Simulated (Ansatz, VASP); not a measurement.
# ZrAs (ZrAs (P6_3/mmc)) in two plane-wave programs

Aim: how closely do two programs agree when they are given the same cell, functional and k mesh? The cell is taken from a series of runs on this material, whose earlier steps may have relaxed, scaled, displaced or heated it; both programs get it as it stands.

Method: plane waves, with VASP 6.6.1 beside it; relaxation of cell and atoms at r2SCAN, in Ansatz 0.2.0.

## 1. The starting structure

The structure is hexagonal, space group P6_3/mmc (No. 194). Conventional cell: a = 3.833 Å, b = 3.833 Å, c = 12.895 Å, α = 90.00°, β = 90.00°, γ = 120.00°. Nearest to Zr lie 6 As at 2.67 to 2.80 Å. Nearest to As lie 6 Zr at 2.67 Å. Nearest to As lie 6 Zr at 2.80 Å. Farther neighbours are not listed.

## 2. Ansatz: relaxation of cell and atoms, r2SCAN

Ansatz runs on its PAW soft_1 files.

The relaxed volume is the usual yardstick between codes: in a stiff, nearly cubic crystal its relative difference is about their pressure difference at one cell divided by the bulk modulus.

input.yaml

```yaml
crystal:
  lattice:
    - [3.832871, 0.0, 0.0]
    - [-1.9164355, 3.3193637, 0.0]
    - [0.0, 0.0, 12.895409]
  atoms:
    - { symbol: Zr, position: [0.33333333, 0.66666667, 0.11654335] }
    - { symbol: Zr, position: [0.66666667, 0.33333333, 0.61654335] }
    - { symbol: Zr, position: [0.66666667, 0.33333333, 0.88345665] }
    - { symbol: Zr, position: [0.33333333, 0.66666667, 0.38345665] }
    - { symbol: As, position: [0.0, 0.0, 0.0] }
    - { symbol: As, position: [0.0, 0.0, 0.5] }
    - { symbol: As, position: [0.33333333, 0.66666667, 0.75] }
    - { symbol: As, position: [0.66666667, 0.33333333, 0.25] }
basis:
  ecutwfc: 500
  xc_grid: 2
hamiltonian:
  xc: r2scan
  pseudopotentials: { kind: paw, azcp: { folder: soft_1 } }
kpoints:
  mp_grid: { grid: [12, 12, 3] }
scf:
  occupations: { method: fermi_dirac, width: 0.05 }
  max_iter: 150
output:
  forces: true
  stress: true
relax:
  f_tol: 0.01
  max_steps: 60
  cell: {}
checkpoint:
  write: "../r2scan.run"
  compress: false
  write_wavefunctions: false
  write_every: 100000
```

On the command line:

```
ansatz run input.yaml --threads 4 --pin off --max-ram 6594MiB --backend cpu --events-out ev --progress --plain --runs-dir out
```

Numbers of over 12 decimals in the logs are rounded to 6 here.

Output:

```text
Engine: ansatz 0.2.0, aarch64-unknown-linux-gnu
Pseudopotentials: kind: paw
Pseudopotential: Zr, paw, valence charge 12, recommended cutoff 500 eV (meta_gga), soft_1/Zr.paw.azcp
Pseudopotential: As, paw, valence charge 15, recommended cutoff 500 eV (meta_gga), soft_1/As.paw.azcp
Functional definition: r2SCAN
  parameter k0 = 0.174
  parameter k1 = 0.065
  parameter a1 = 4.9479
  exchange = r2scan_x(k0 = k0, k1 = k1, a1 = a1)
  correlation = r2scan_c
Crystal: 8 atoms, lattice volume = 164.064 Å³
Basis set: ecut = 500 eV, 4145 PW (Γ), exchange–correlation on 60×60×192 points (8 copies of the dense FFT grid, shifted against one another)
Bands: 65, of which v1, the nominal top of the filled ones, is band 54 counted from 1 (53 counted from 0)
Symmetry: 24 space group operations
Space group: P63/mmc (ITA 194), of the structure as read, at distance tolerance 5.5e-5 Å
k-points: 38 of 432
Non-local potential: Zr, projectors of the file, l = 0: 3, l = 1: 2, l = 2: 2, l = 3: 1
Non-local potential: As, projectors of the file, l = 0: 2, l = 1: 2, l = 2: 3, l = 3: 1
PAW form: soft (Blöchl's): semilocal exchange-correlation on the pseudo side does not see the compensation charge
PAW frozen core: Zr, regenerated for the run's functional (the file was generated under x = pbe(κ = 0.804, μ = 0.219515), c = pbe(β = 0.066725))
PAW frozen core: As, regenerated for the run's functional (the file was generated under x = pbe(κ = 0.804, μ = 0.219515), c = pbe(β = 0.066725))
PAW one-centre angular grid: Zr, 590 points (default); XC on 160 Gauss nodes
PAW one-centre angular grid: As, 590 points (default); XC on 160 Gauss nodes
Initial density: superposition of atomic densities (chi_scale 0.1, normalization cell, long waves kept (reshape's long-wave potential 0.01 eV rms))
Initial wavefunctions: pseudopotential atomic-orbital guess
Functional: x = r2scan, c = r2scan; τ floored in thin density (d = 2e-4 eV/Å³)
iter 1 solved again at ethr=2.21e-3 eV; its pass at ethr=3.10e-3 eV (dr2=2.39e0 eV) is discarded
SCF iter   1: F=—  HF=-36249.189409 eV  |F-HF|=—  |Δ(HF+E_count)|=         —  Δρ=3.83e-2  dr2=2.41e0  dr2_τ=5.95e-2  ethr=2.21e-3  ⟨swp⟩=1.0  Hψ=10888  notcnv=0
preconditioner: auto → Kerker (q_TF=auto, 2.545 Å⁻¹)  [metal: Δε(μ)=0.007 eV  Ē_g=6.912 eV  σ=0.050 eV  W_gap=0.03  n_scr=52 (ndim 8)  ℏωp=17.4 eV  f_vac=0.000  D(μ)=2.76/eV (n_scr^D=6)]
SCF iter   2: F=—  HF=-36249.303134 eV  |F-HF|=—  |Δ(HF+E_count)|=   1.14e-1  Δρ=2.33e-2  dr2=7.82e-1  dr2_τ=6.21e-3  ethr=2.21e-3  ⟨swp⟩=2.1  Hψ=3423  notcnv=0
SCF iter   3: F=—  HF=-36249.289048 eV  |F-HF|=—  |Δ(HF+E_count)|=   1.41e-2  Δρ=5.12e-3  dr2=6.04e-2  dr2_τ=5.59e-3  ethr=7.24e-4  ⟨swp⟩=2.3  Hψ=4969  notcnv=0  defer=37
SCF iter   4: F=—  HF=-36249.285272 eV  |F-HF|=—  |Δ(HF+E_count)|=   3.78e-3  Δρ=2.15e-3  dr2=1.45e-2  dr2_τ=2.31e-4  ethr=5.59e-5  ⟨swp⟩=2.0  Hψ=4845  notcnv=0  defer=87
SCF iter   5: F=—  HF=-36249.287896 eV  |F-HF|=—  |Δ(HF+E_count)|=   2.62e-3  Δρ=9.74e-4  dr2=4.05e-3  dr2_τ=5.05e-5  ethr=1.34e-5  ⟨swp⟩=2.0  Hψ=3509  notcnv=0  defer=87
SCF iter   6: F=—  HF=-36249.288467 eV  |F-HF|=—  |Δ(HF+E_count)|=   5.71e-4  Δρ=2.78e-4  dr2=2.65e-4  dr2_τ=5.00e-6  ethr=3.75e-6  ⟨swp⟩=2.0  Hψ=3912  notcnv=0  defer=87
SCF iter   7: F=—  HF=-36249.288449 eV  |F-HF|=—  |Δ(HF+E_count)|=   1.78e-5  Δρ=8.92e-5  dr2=2.52e-5  dr2_τ=1.77e-7  ethr=2.45e-7  ⟨swp⟩=2.0  Hψ=4296  notcnv=0  defer=87
SCF iter   8: F=—  HF=-36249.288238 eV  |F-HF|=—  |Δ(HF+E_count)|=   2.11e-4  Δρ=3.80e-5  dr2=7.23e-6  dr2_τ=7.71e-8  ethr=2.34e-8  ⟨swp⟩=2.0  Hψ=4307  notcnv=0  defer=87
SCF iter   9: F=—  HF=-36249.288234 eV  |F-HF|=—  |Δ(HF+E_count)|=   3.81e-6  Δρ=1.78e-5  dr2=1.09e-6  dr2_τ=2.79e-8  ethr=6.70e-9  ⟨swp⟩=2.0  Hψ=4293  notcnv=0  defer=87
SCF iter  10: F=—  HF=-36249.288235 eV  |F-HF|=—  |Δ(HF+E_count)|=   3.42e-7  Δρ=6.56e-6  dr2=1.29e-7  dr2_τ=3.19e-9  ethr=1.01e-9  ⟨swp⟩=2.0  Hψ=3087  notcnv=0  defer=87
SCF iter  11: F=-36249.288235 eV  HF=-36249.288235 eV  |F-HF|=3.83e-9  |Δ(HF+E_count)|=   9.65e-8  Δρ=1.55e-6  dr2=3.38e-9  dr2_τ=1.88e-10  ethr=9.26e-11  ⟨swp⟩=4.7  Hψ=7491  notcnv=0
SCF 1 converged in 11 iterations: F = -36249.288235 eV  dr2 = 3.38e-9
  greatest PAW one-centre occupation: 1.005 electrons in one spin orbital (limit 2), on the Zr atom at site 3 (counted from 0), in its partial waves of l = 0
relax step   1: F+E_penalty+E_count = -36249.28823465 eV  Δ(F+E_penalty+E_count) = +0.000e0 eV  max|allowed force component| = 8.711e-3 eV/Å  Δτ_max = 0.0000 Å  P = -0.154 GPa  Ω = 164.064 Å³  (11 SCF iters, dr2 threshold 1.00e-7 eV, accepted)
[...]
relax step   2: F+E_penalty+E_count = -36249.28797482 eV  Δ(F+E_penalty+E_count) = +2.598e-4 eV  max|allowed force component| = 3.783e-2 eV/Å  Δτ_max = 0.0033 Å  P = +0.316 GPa  Ω = 163.437 Å³  energy of the carried Pulay correction = +2.243e-4 eV  (7 SCF iters, dr2 threshold 7.11e-8 eV, rejected (line search))
[...]
relax step   3: F+E_penalty+E_count = -36249.28842512 eV  Δ(F+E_penalty+E_count) = -1.905e-4 eV  max|allowed force component| = 6.338e-4 eV/Å  Δτ_max = 0.0008 Å  P = -0.008 GPa  Ω = 163.863 Å³  energy of the carried Pulay correction = +7.092e-5 eV  (10 SCF iters, accepted)
[...]
relax step   4: F+E_penalty+E_count = -36249.28836137 eV  Δ(F+E_penalty+E_count) = +6.374e-5 eV  max|allowed force component| = 6.329e-4 eV/Å  Δτ_max = 0.0000 Å  P = -0.009 GPa  Ω = 163.863 Å³  stress off target by 2.54e-2 GPa  SCF on the basis re-selected at this cell (its energy is not comparable with the rows above)  (4 SCF iters)
basis re-selected at this cell: Δ(F+E_penalty+E_count) = +6.374e-5 eV, ΔP = -0.000 GPa vs the last step (what re-selecting the basis moved, of the pressure what is left beyond the Pulay correction that the steps carried, after the strain that the cell walked since its last selection, with what the two solves' SCF thresholds leave and, on support functions, any second-order correction that the steps lacked; it is no m [...]
SCF converged after 4 iterations
Free energy (F): -36249.288361 eV
Harris-Foulkes:  -36249.288361 eV  (|F-HF|=0.00e0)
Internal energy: -36249.264849 eV  (E = F + TS)
E sigma→0 (E₀):  -36249.276605 eV
Entropy (-TS):   -0.023512 eV (-2.939 meV/atom)
Fermi energy:    13.791626 eV
--- Per-component energies (eV) ---
  E_band       = -1256.428643
  E_kinetic    = 1661.318822
  E_local      = -9905.190359  (includes V_loc(G=0)·N_el)
  E_nonlocal   = -1275.582826
  E_hartree    = 5103.641017
  E_xc         = -866.315825
  E_vxc        = -1129.667434  (∫ρ·V_xc dr)
  E_paw        = -20024.322369  (= ΣΔE_a)
  E_vpaw       = -878.290119  (= ΣTr[D̂ρ^β])
  E_aug_tail   = 0.000036  (compensation charges beyond the density's cutoff)
  E_vtau       = 63.701190  (kinetic-family band-sum trace: ∫τ·v_τ [+ j·A + Jᵃ·Aᵃ] dr)
  E_ewald      = -10936.324800
  E_core_change = -6.488544  (= ΣΔE_core)
  E_smearing   = -0.023512  (= −TS)
  E_closure    = -0.000000  (closes the sum)
  Σ components = -36249.288361   (vs F -36249.288361, Δ=0.00e0)
--- Forces (eV/Å), atoms counted from 1 ---
  atom   1  Zr     0.00000000     0.00000000    -0.00063294
  atom   2  Zr    -0.00000000    -0.00000000    -0.00063294
  atom   3  Zr     0.00000000    -0.00000000     0.00063294
  atom   4  Zr     0.00000000     0.00000000     0.00063294
  atom   5  As     0.00000000    -0.00000000    -0.00000000
  atom   6  As    -0.00000000     0.00000000     0.00000000
  atom   7  As     0.00000000     0.00000000     0.00000000
  atom   8  As     0.00000000    -0.00000000    -0.00000000
  max |Σ_I F_I| component: 4.63e-18 eV/Å
--- Stress (GPa, compression-positive) ---
       -0.000113       0.000000      -0.000000
        0.000000      -0.000113       0.000000
       -0.000000       0.000000      -0.025431
  P = ⅓ Tr σ = -0.0086 GPa (-0.086 kbar)
--- Relaxed structure (3 steps of the walk, 2 accepted, 1 SCFs on fresh bases) ---
  F+E_penalty+E_count = -36249.28836137 eV   max|allowed force component| = 6.329e-4 eV/Å   (the final SCF, on the basis selected at the relaxed cell)
  cell:  # Å, volume = 163.8633 Å³
    - [3.830217, 0.0, 0]
    - [-1.915108, 3.317065, 0]
    - [0, 0, 12.897460]
  atoms:
    - { symbol: Zr, position: [0.333333, 0.666667, 0.116602] }
    - { symbol: Zr, position: [0.666667, 0.333333, 0.616602] }
    - { symbol: Zr, position: [0.666667, 0.333333, 0.883398] }
    - { symbol: Zr, position: [0.333333, 0.666667, 0.383398] }
    - { symbol: As, position: [0, 0, 0] }
    - { symbol: As, position: [0, 0, 0.5] }
    - { symbol: As, position: [0.333333, 0.666667, 0.750000] }
    - { symbol: As, position: [0.666667, 0.333333, 0.25] }
```

In the SCF lines HF is the Harris–Foulkes energy and dr2 the Hartree energy of the density residual, in eV; the loop may stop once dr2 is under the threshold and the program's other checks hold. Hψ counts applications of the Hamiltonian.

[end of part 1 of 2]

[Lines on the potential files, build, host, timing and source positions are cut from VASP's logs without a mark.]

[Logs are printed without paths, hosts, clocks, repeated set-up lines and the standing remarks that a program may print on its own settings, such as how far it seeks lower states.]

[Hosts, paths, dates, database ids (printed as entryN), source tags and the programs' standing remarks are cut or masked in the printed files.]
